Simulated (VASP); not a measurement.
Output of a VASP run:

**OSZICAR**
```
       N       E                     dE             d eps       ncg     rms          rms(c)
DAV:   1     0.747825485033E+02    0.74783E+02   -0.83874E+03   910   0.157E+03
DAV:   2    -0.215518711509E+01   -0.76938E+02   -0.74254E+02  1010   0.295E+02
DAV:   3    -0.731724445758E+01   -0.51621E+01   -0.51156E+01  1145   0.689E+01
DAV:   4    -0.741521188149E+01   -0.97967E-01   -0.97901E-01  1059   0.104E+01
DAV:   5    -0.741746322657E+01   -0.22513E-02   -0.22513E-02  1148   0.138E+00    0.299E+00
DAV:   6    -0.737870072613E+01    0.38763E-01   -0.71308E-02  1292   0.461E+00    0.180E+00
DAV:   7    -0.736827392478E+01    0.10427E-01   -0.38794E-02  1045   0.184E+00    0.336E-01
DAV:   8    -0.736920347004E+01   -0.92955E-03   -0.46891E-03  1105   0.936E-01    0.677E-02
DAV:   9    -0.736968881417E+01   -0.48534E-03   -0.71163E-04   988   0.239E-01    0.335E-02
DAV:  10    -0.736973853121E+01   -0.49717E-04   -0.59049E-05  1108   0.527E-02    0.954E-03
DAV:  11    -0.736975712598E+01   -0.18595E-04   -0.31228E-05   965   0.477E-02    0.368E-03
DAV:  12    -0.736975819558E+01   -0.10696E-05   -0.14982E-06   974   0.101E-02    0.631E-04
DAV:  13    -0.736975807619E+01    0.11939E-06   -0.69653E-08   490   0.233E-03
   1 F= -.73697581E+01 E0= -.73697523E+01  d E =-.736976E+01
```

OUTCAR:
```
------------------------ aborting loop because EDIFF is reached ----------------------------------------
  FORCE on cell =-STRESS in cart. coord.  units (eV):
  Direction    XX          YY          ZZ          XY          YZ          ZX
  --------------------------------------------------------------------------------------
  Total       -0.0102768     -0.0102768     -0.0102768      0.0000000     -0.0000000     -0.0000000
  in kB       -0.2739823     -0.2739823     -0.2739823      0.0000000     -0.0000000     -0.0000000
  external PRESSURE =      -0.2739823 kB  Pullay stress =       0.0000000 kB
  volume of cell :       60.10
      direct lattice vectors                 reciprocal lattice vectors
     0.000000000  3.108894604  3.108894604    -0.160828868  0.160828868  0.160828868
     3.108894604  0.000000000  3.108894604     0.160828868 -0.160828868  0.160828868
     3.108894604  3.108894604  0.000000000     0.160828868  0.160828868 -0.160828868
  FREE ENERGIE OF THE ION-ELECTRON SYSTEM (eV)
  ---------------------------------------------------
  free  energy   TOTEN  =        -7.3697580762 eV

  energy  without entropy=       -7.3697406207  energy(sigma->0) =       -7.36975226

 reached required accuracy - stopping structural energy minimisation
```
(Selected blocks of OUTCAR.)

**POSCAR**
```
GaSb
1
   -0.0000000000     3.1088946038     3.1088946038
    3.1088946038    -0.0000000000     3.1088946038
    3.1088946038     3.1088946038     0.0000000000
Ga Sb
1 1
Direct
  0.0000000000   0.0000000000   0.0000000000
  0.7500000000   0.7500000000   0.7500000000
```

Problem. Reconstruct the remaining input files.

Solution. This is not unique; one that fits is the input of the run itself, PBE GGA, plane waves, VASP's PBE PAW potentials (set 64).

KPOINTS:
```
K-points
0
gamma
9 9 9
0 0 0
```

INCAR:
```
! general
SYSTEM   =  GaSb
PREC     =  Accurate
ENCUT    =  480   ! plane-wave cut-off (eV)
LREAL    =  .FALSE.
LASPH    =  .TRUE.   ! aspherical one-centre terms

! electronic loop
EDIFF    =  1E-6   ! SCF stop (eV)
NELM     =  100   ! most electronic steps
ALGO     =  Normal   ! blocked Davidson
LMAXMIX  =  4   ! l cut-off of mixed one-centre charges

! smearing
ISMEAR   =  1   ! Methfessel-Paxton
SIGMA    =  0.1   ! width (eV)

! functional
GGA      =  PE   ! PBE

! ions
IBRION   =  2
NSW      =  60   ! most ionic steps
ISIF     =  3   ! ions, shape and volume
EDIFFG   =  -0.01

! output
LWAVE    =  .FALSE.
LCHARG   =  .FALSE.
```

POTCAR, in this order: Ga_d Sb (PBE.64 set). Program: vasp_std.

The compound is GaSb in the zinc blende structure. It was relaxed first, which changed the volume by +6 %. The start is the result of an earlier pass.
